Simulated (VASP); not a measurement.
Output of a VASP run:

**OSZICAR**
```
       N       E                     dE             d eps       ncg     rms          rms(c)
DAV:   1     0.154009134566E+03    0.15401E+03   -0.12119E+04   320   0.141E+03
DAV:   2    -0.749115715227E+01   -0.16150E+03   -0.15540E+03   416   0.264E+02
DAV:   3    -0.163576710972E+02   -0.88665E+01   -0.88606E+01   424   0.689E+01
DAV:   4    -0.164852117628E+02   -0.12754E+00   -0.12753E+00   528   0.812E+00
DAV:   5    -0.164862076684E+02   -0.99591E-03   -0.99590E-03   432   0.474E-01    0.791E+01
DAV:   6    -0.326629365141E+02   -0.16177E+02   -0.37547E+01   344   0.640E+01    0.167E+01
DAV:   7    -0.327186846122E+02   -0.55748E-01   -0.17056E+00   496   0.123E+01    0.133E+01
DAV:   8    -0.326398412696E+02    0.78843E-01   -0.33846E-01   416   0.494E+00    0.680E+00
DAV:   9    -0.327585972254E+02   -0.11876E+00   -0.24058E-01   384   0.490E+00    0.293E+00
DAV:  10    -0.328002708741E+02   -0.41674E-01   -0.34098E-02   408   0.139E+00    0.451E-01
DAV:  11    -0.328041090024E+02   -0.38381E-02   -0.11242E-02   424   0.924E-01    0.506E-01
DAV:  12    -0.328061998873E+02   -0.20909E-02   -0.12890E-02   376   0.103E+00    0.200E-01
DAV:  13    -0.328099439634E+02   -0.37441E-02   -0.20289E-03   456   0.462E-01    0.464E-02
DAV:  14    -0.328105568415E+02   -0.61288E-03   -0.88758E-04   368   0.242E-01    0.445E-02
DAV:  15    -0.328106409052E+02   -0.84064E-04   -0.48483E-05   512   0.532E-02    0.349E-02
DAV:  16    -0.328105029759E+02    0.13793E-03   -0.23114E-05   424   0.480E-02    0.371E-02
DAV:  17    -0.328106993020E+02   -0.19633E-03   -0.15119E-04   360   0.115E-01    0.237E-02
DAV:  18    -0.328107054644E+02   -0.61624E-05   -0.11478E-05   384   0.329E-02    0.186E-02
DAV:  19    -0.328107040739E+02    0.13905E-05   -0.14776E-06   392   0.105E-02    0.782E-03
DAV:  20    -0.328107065518E+02   -0.24778E-05   -0.17133E-06   352   0.106E-02    0.385E-03
DAV:  21    -0.328107065522E+02   -0.37880E-09   -0.19180E-07   240   0.402E-03
   1 F= -.32810707E+02 E0= -.32810707E+02  d E =-.328107E+02
       N       E                     dE             d eps       ncg     rms          rms(c)
DAV:   1    -0.330611870018E+02   -0.25048E+00   -0.61420E+00   416   0.176E+01    0.347E+00
DAV:   2    -0.328594655995E+02    0.20172E+00   -0.59842E-01   416   0.494E+00    0.130E+00
DAV:   3    -0.328267847046E+02    0.32681E-01   -0.10578E-01   592   0.225E+00    0.987E-01
DAV:   4    -0.328274342281E+02   -0.64952E-03   -0.16991E-02   616   0.861E-01    0.566E-01
DAV:   5    -0.328226808448E+02    0.47534E-02   -0.19812E-02   400   0.996E-01    0.350E-01
DAV:   6    -0.328288138799E+02   -0.61330E-02   -0.26634E-03   496   0.361E-01    0.216E-01
DAV:   7    -0.328304576607E+02   -0.16438E-02   -0.57759E-03   384   0.448E-01    0.103E-01
DAV:   8    -0.328305590012E+02   -0.10134E-03   -0.33767E-04   352   0.125E-01    0.357E-02
DAV:   9    -0.328305257296E+02    0.33272E-04   -0.40846E-05   368   0.558E-02    0.580E-03
DAV:  10    -0.328305494463E+02   -0.23717E-04   -0.30419E-05   392   0.637E-02    0.992E-03
DAV:  11    -0.328305607954E+02   -0.11349E-04   -0.21566E-06   400   0.166E-02    0.919E-03
DAV:  12    -0.328305616081E+02   -0.81268E-06   -0.18982E-06   280   0.105E-02
   2 F= -.32830562E+02 E0= -.32830562E+02  d E =-.198551E-01
```

File OUTCAR:
```
------------------------ aborting loop because EDIFF is reached ----------------------------------------
  FORCE on cell =-STRESS in cart. coord.  units (eV):
  Direction    XX          YY          ZZ          XY          YZ          ZX
  --------------------------------------------------------------------------------------
  Total        0.0503009      0.0503009      0.0503009     -0.0000000     -0.0000000      0.0000000
  in kB        0.9316590      0.9316590      0.9316590     -0.0000000     -0.0000000      0.0000000
  external PRESSURE =       0.9316590 kB  Pullay stress =       0.0000000 kB
  volume of cell :       86.50
      direct lattice vectors                 reciprocal lattice vectors
     0.000000000  3.510209934  3.510209934    -0.142441623  0.142441623  0.142441623
     3.510209934 -0.000000000  3.510209934     0.142441623 -0.142441623  0.142441623
     3.510209934  3.510209934 -0.000000000     0.142441623  0.142441623 -0.142441623
 POSITION                                       TOTAL-FORCE (eV/Angst)
 -----------------------------------------------------------------------------------
      3.51021      7.02042      3.51021         0.000000      0.000000      0.000000
      1.75510      1.75510      1.75510        -0.000000     -0.000000     -0.000000
      5.26531      5.26531      5.26531         0.000000      0.000000      0.000000
 -----------------------------------------------------------------------------------
    total drift:                                0.000000      0.000000      0.000000
  FREE ENERGIE OF THE ION-ELECTRON SYSTEM (eV)
  ---------------------------------------------------
  free  energy   TOTEN  =       -32.8305616081 eV

  energy  without entropy=      -32.8305616081  energy(sigma->0) =      -32.83056161

 reached required accuracy - stopping structural energy minimisation
```
(Selected blocks of OUTCAR.)

**POSCAR**
```
SrCl2
1
    0.0000000000     3.4604136042     3.4604136042
    3.4604136042     0.0000000000     3.4604136042
    3.4604136042     3.4604136042    -0.0000000000
Sr Cl
1 2
Direct
  1.0000000000   0.0000000000   1.0000000000
  0.2500000000   0.2500000000   0.2500000000
  0.7500000000   0.7500000000   0.7500000000
```

Reconstruct the remaining input files.

Several could match; the one computed here: the input of the run itself, TPSS meta-GGA, plane waves, VASP's PBE PAW potentials (set 64).

### INCAR
```
METAGGA = TPSS
LMIXTAU = T
SYSTEM = SrCl2
LCHARG = F
LWAVE = F
LREAL = F   # projection in real space or not
PREC = Accurate
ENCUT = 520
ISMEAR = 0
NELM = 100
LASPH = T   # aspherical one-centre terms
LMAXMIX = 4   # l cut-off of mixed one-centre charges
EDIFF = 1E-6   # SCF stop (eV)
ALGO = Normal
SIGMA = 0.05
NSW = 60   # most ionic steps
IBRION = 2
EDIFFG = -0.02   # ionic stop
ISIF = 3   # ions, shape and volume
```

### KPOINTS
```
Automatic mesh
0
Gamma
5 5 5
0 0 0
```

POTCAR, in this order: Sr_sv Cl (PBE.64 set). Program: vasp_std.

Energy and stress use the plane-wave basis of the starting cell.

The compound is SrCl2 in the fluorite structure. This run relaxes it. Symmetry was kept, so distortions that lower it aren't found. The start is the result of an earlier pass.
